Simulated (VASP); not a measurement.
```
CELL_PARAMETERS angstrom
      3.33006     0.00000     0.00000
     -1.66503     2.88392     0.00000
      0.00000     0.00000     3.24997
ATOMIC_POSITIONS crystal
  Ru 0.00000 0.00000 0.00000
  Se 0.66667 0.33333 0.50000
```

Level of theory: RPBE GGA, VASP's PBE PAW potentials (set 64) (plane waves; VASP 6.6.1). Run with 400 eV cut-off, 8×8×7 Γ-centred mesh, Gaussian smearing of 0.050 eV, potentials Ru_pv Se.

### Question
Give the stress tensor in GPa (positive for a compressed cell).

### Answer

```
13.91   0.00   0.00
 0.00  13.91   0.00
 0.00   0.00  18.75
```
The pressure is its mean diagonal, 15.52 GPa.

The structure was generated: RuSe was put into the WC type (P-6m2), which need not be its known phase. The cell was not relaxed at this level. The run is one of a series of settings (GGA = RP against the base run), some of them coarse on purpose.
